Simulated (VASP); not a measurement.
# Shielding tensors and field gradients of AcClO, part 3 of 3

Aim: NMR shielding tensors and field gradients of AcClO. The cell has space group P4/nmm. The start is a cell from a database of measured crystal structures.

VASP 6.6.1, plane waves and PAW; the level of theory is named at each step.

So far. Step 2 (Ground state): The cell has a gap of 4.07 eV on this mesh and a pressure of -4.5 GPa, which holds the misfit of the given cell and coordinates with this functional, and any error of cutoff, mesh and data sets. Spin-orbit coupling is left out, which can shift or reorder these edges. Forces of up to 0.50 eV/Å remain in these settings, with PBE data sets under LDA.

The database entry behind the starting cell is an old determination (1949), so it need not match the best structure at ambient conditions.

**3. Shielding tensors (continued)**

Level of this step: chemical shifts by linear response (GIPAW), LDA; plane waves and PAW (Ac, Cl, O) (VASP).

OUTCAR, selected parts (step 3):

```text
 Found     30 irreducible k-points:

   k-points           NKPTS =     30   k-points in BZ     NKDIM =     30   number of bands    NBANDS=     30

   dimension x,y,z NGX =    36 NGY =   36 NGZ =   56
   dimension x,y,z NGXF=    72 NGYF=   72 NGZF=  112

   ENCUT  =  560.0 eV  41.16 Ry    6.42 a.u.   8.20  8.20 13.66*2*pi/ulx,y,z

   NELECT =      48.0000    total number of electrons

  Total       -3.6847120     -3.6847120     -3.2939957      0.0000000      0.0000000      0.0000000
  in kB      -46.1639557    -46.1639557    -41.2688621      0.0000000      0.0000000      0.0000000
  external PRESSURE =     -44.5322578 kB  Pullay stress =       0.0000000 kB

  energy-cutoff  :      560.00
  volume of cell :      127.88
      direct lattice vectors                 reciprocal lattice vectors
     4.250000000  0.000000000  0.000000000     0.235294118  0.000000000  0.000000000
     0.000000000  4.250000000  0.000000000     0.000000000  0.235294118  0.000000000
     0.000000000  0.000000000  7.080000000     0.000000000  0.000000000  0.141242938

 POSITION                                       TOTAL-FORCE (eV/Angst)
 -----------------------------------------------------------------------------------
      2.12500      0.00000      5.80560         0.000000     -0.000000      0.498952
      0.00000      2.12500      1.27440        -0.000000     -0.000000     -0.498952
      2.12500      0.00000      2.54880        -0.000000      0.000000      0.220251
      0.00000      2.12500      4.53120        -0.000000      0.000000     -0.220251
      2.12500      2.12500      0.00000         0.000000     -0.000000     -0.000000
      0.00000      0.00000      0.00000        -0.000000      0.000000     -0.000000
 -----------------------------------------------------------------------------------
    total drift:                                0.000000      0.000000     -0.000000

 Electric field gradients after diagonalization (V/A^2)
 (convention: |V_zz| > |V_xx| > |V_yy|)
----------------------------------------------------------------------
 ion       V_xx      V_yy      V_zz     asymmetry (V_yy - V_xx)/ V_zz
----------------------------------------------------------------------
   1     -70.033   -70.033   140.067       0.000
   2     -70.033   -70.033   140.067       0.000
   3       5.831     5.831   -11.662       0.000
   4       5.831     5.831   -11.662       0.000
   5      -1.346    -1.346     2.692       0.000
   6      -1.346    -1.346     2.692       0.000
----------------------------------------------------------------------

  ORBITAL MAGNETIC SUSCEPTIBILITY, excluding core contribution
 -------------------------------------------------------------
  Approximate magnetic susceptibility, pGv (10^-6 cm^3/mole)
     1        -98.340788          0.000000          0.000000
     2          0.000000        -98.340788          0.000000
     3          0.000000          0.000000       -102.655888
 -------------------------------------------------------------
  Approximate magnetic susceptibility, vGv (10^-6 cm^3/mole)
     1        -72.100845          0.000000         -0.000000
     2          0.000000        -72.100845          0.000000
     3          0.000000          0.000000        -76.865956

  CSA tensor (J. Mason, Solid State Nucl. Magn. Reson. 2, 285 (1993))
  for chemical shielding  (including the isotropic core contribution)

  BDIR labels direction of applied magnetic field (i.e. B0)
  For BDIR==1, B0 along x-axis, etc.
  Induced field listed along cartesian directions for each BDIR
 ------------------------------------------------------------------------------------------
                 EXCLUDING G=0 CONTRIBUTION              INCLUDING G=0 CONTRIBUTION
 ------------------------------------------------------------------------------------------
  ion  BDIR            X           Y           Z                X           Y           Z
          (   iso_shield        span        skew ) (   iso_shield        span        skew )
 ------------------------------------------------------------------------------------------
    1     1    8813.4809      0.0000      0.0000        8828.2139      0.0000     -0.0000
          2       0.0000   8813.4809      0.0000           0.0000   8828.2139      0.0000
          3       0.0000      0.0000   9255.8876           0.0000      0.0000   9271.0900
          (    8960.9498    442.4067      1.0000 ) (    8975.8393    442.8761      1.0000 )

    2     1    8813.4809      0.0000      0.0000        8828.2139      0.0000     -0.0000
          2       0.0000   8813.4809      0.0000           0.0000   8828.2139      0.0000
          3       0.0000      0.0000   9255.8876           0.0000      0.0000   9271.0900
          (    8960.9498    442.4067      1.0000 ) (    8975.8393    442.8761      1.0000 )

    3     1     732.1332      0.0000      0.0000         746.8662      0.0000     -0.0000
          2       0.0000    732.1332      0.0000           0.0000    746.8662      0.0000
          3       0.0000      0.0000    664.3616           0.0000      0.0000    679.5640
          (     709.5426     67.7716     -1.0000 ) (     724.4321     67.3022     -1.0000 )

    4     1     732.1332      0.0000      0.0000         746.8662      0.0000     -0.0000
          2       0.0000    732.1332      0.0000           0.0000    746.8662      0.0000
          3       0.0000      0.0000    664.3616           0.0000      0.0000    679.5640
          (     709.5426     67.7716     -1.0000 ) (     724.4321     67.3022     -1.0000 )

    5     1    -289.6224      0.0000      0.0000        -274.8894      0.0000     -0.0000
          2       0.0000   -289.6224      0.0000           0.0000   -274.8894      0.0000
          3       0.0000     -0.0000   -263.7661           0.0000     -0.0000   -248.5637
          (    -281.0037     25.8563      1.0000 ) (    -266.1142     26.3257      1.0000 )

    6     1    -289.6224      0.0000      0.0000        -274.8894      0.0000     -0.0000
          2       0.0000   -289.6224      0.0000           0.0000   -274.8894      0.0000
          3       0.0000      0.0000   -263.7661           0.0000      0.0000   -248.5637
          (    -281.0037     25.8563      1.0000 ) (    -266.1142     26.3257      1.0000 )
 ------------------------------------------------------------------------------------------

[... 4 parts as in an earlier step ...]

[... 2 further parts left out ...]
```

The atoms bear forces, and field gradients depend strongly on their positions. Spin-orbit coupling is left out, which changes shieldings on and beside heavy atoms by much.

This step gave:

* Fermi energy: 3.565 eV
* pressure: -4.453 GPa
* gap on the k-mesh: 4.073 eV

Valence and core; the G = 0 term is that of a spherical sample. NMR shielding, by row:

| atom | isotropic shielding (ppm) | span (ppm) | skew | isotropic shielding without the G = 0 term (ppm) |
| --- | --- | --- | --- | --- |
| Ac1 | 8976 | 442.9 | 1 | 8961 |
| Ac2 | 8976 | 442.9 | 1 | 8961 |
| Cl3 | 724.4 | 67.3 | -1 | 709.5 |
| Cl4 | 724.4 | 67.3 | -1 | 709.5 |
| O5 | -266.1 | 26.33 | 1 | -281 |
| O6 | -266.1 | 26.33 | 1 | -281 |

Ordered as |Vzz| ≥ |Vxx| ≥ |Vyy|, the program's way. Electric field gradients, by row:

| atom | Vxx (V/Å²) | Vyy (V/Å²) | Vzz (V/Å²) | asymmetry |
| --- | --- | --- | --- | --- |
| Ac1 | -70.03 | -70.03 | 140.1 | 0 |
| Ac2 | -70.03 | -70.03 | 140.1 | 0 |
| Cl3 | 5.831 | 5.831 | -11.66 | 0 |
| Cl4 | 5.831 | 5.831 | -11.66 | 0 |
| O5 | -1.346 | -1.346 | 2.692 | 0 |
| O6 | -1.346 | -1.346 | 2.692 | 0 |

**4. Results**

| Quantity | Value |
| --- | --- |
| Ac, isotropic shielding | 8975.8 ppm |
| Cl, isotropic shielding | 724.4 ppm |
| O, isotropic shielding | -266.1 ppm |

What this shows: At LDA the isotropic shieldings are Ac 8975.8 ppm; Cl 724.4 ppm; O -266.1 ppm. The widest tensor is that of Ac1, with a span (largest less smallest principal value) of 443 ppm. The largest field gradient is Vzz = 140 V/Å² at Ac1. Shifts were not obtained, since a shift is the shielding of a reference compound, computed alike, less these values. The G = 0 term is the part set by the sample's shape, taken here for a sphere. Spin-orbit effects on the shifts of and near heavy atoms are left out. No finer mesh was run, so convergence in it isn't shown. VASP's guide advises NLSPLINE for shieldings, which this input doesn't set; the effect wasn't tested. Where the functional isn't the one that the data sets were made with, the shieldings hold that mismatch too. The cell has space group P4/nmm. The given cell is kept, although it stands at -4.5 GPa at LDA and ENCUT = 560 eV, which holds the mismatch of the given cell with this functional, any error of the entry itself and any basis-set error. The atoms weren't relaxed and carry forces of up to 0.50 eV/Å at LDA in the first shielding run, so the numbers belong to the given coordinates, and a relaxation would change them.

[Lines on the potential files, build, host, timing and source positions are cut from VASP's logs without a mark.]

[Logs are printed without paths, hosts, clocks, repeated set-up lines and the standing remarks that a program may print on its own settings, such as how far it seeks lower states.]

[Hosts, paths, dates, database ids (printed as entryN), source tags and the programs' standing remarks are cut or masked in the printed files.]
